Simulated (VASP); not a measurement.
A run of VASP 6.6.1 is set up as follows.

The input INCAR:

```
PREC = Accurate ; ENCUT = 600
EDIFF = 1E-8 ; ISMEAR = 0
SIGMA = 0.02 ; LREAL = False
LASPH = True ; NELM = 100
ALGO = Normal ; ISIF = 2
LWAVE = False ; LCHARG = False
LEPSILON = True ; IBRION = 8
NSW = 1
```

Contents of KPOINTS:

```
Automatic mesh
0
Gamma
  9 9 4
```

Contents of POSCAR:

```
SnSe2
1.0
    3.8032200000      0.0000000000      0.0000000000
   -1.9016100000      3.2936900000      0.0000000000
    0.0000000000      0.0000000000      5.8891000000
Sn Se
1 2
Direct
    0.0000000000      0.0000000000      0.0000000000
    0.6666700000      0.3333300000      0.7317900000
    0.3333300000      0.6666700000      0.2682100000
```

Potentials or basis: VASP PAW LDA potentials, release 64 (Sn, Se).

Run with:

```console
$ cat potpaw_LDA.64/Sn/POTCAR potpaw_LDA.64/Se/POTCAR > POTCAR
$ mpirun -np 1 vasp_std > vasp.out
```

**Question.** Predict the electronic dielectric tensor (diagonal).

**Answer.** 15.41, 15.41, 16.70.

**Question.** What does it give for the Born charges (mean of the diagonal)?

**Answer.** Sn +4.43; Se -2.22 e.

**Question.** What does it give for the band gap on the k mesh?

**Answer.** 0.36 eV, indirect (least direct gap 0.68 eV).

**Question.** What does it give for the highest phonon frequency at Γ, LO-TO splitting left out?

**Answer.** 246 cm⁻¹.

Phonon frequencies in cm⁻¹ (negative: imaginary):
```csv
q point,frequencies
"(0.000, 0.000, 0.000)",0 0 0 129 129 146 146 182 246
```

Caveat: the gap is small at this level, which inflates the dielectric constant; spin-orbit coupling is left out, which moves the levels of the heavy elements; an odd mesh through Γ misses points on the zone boundary, where band edges often lie.
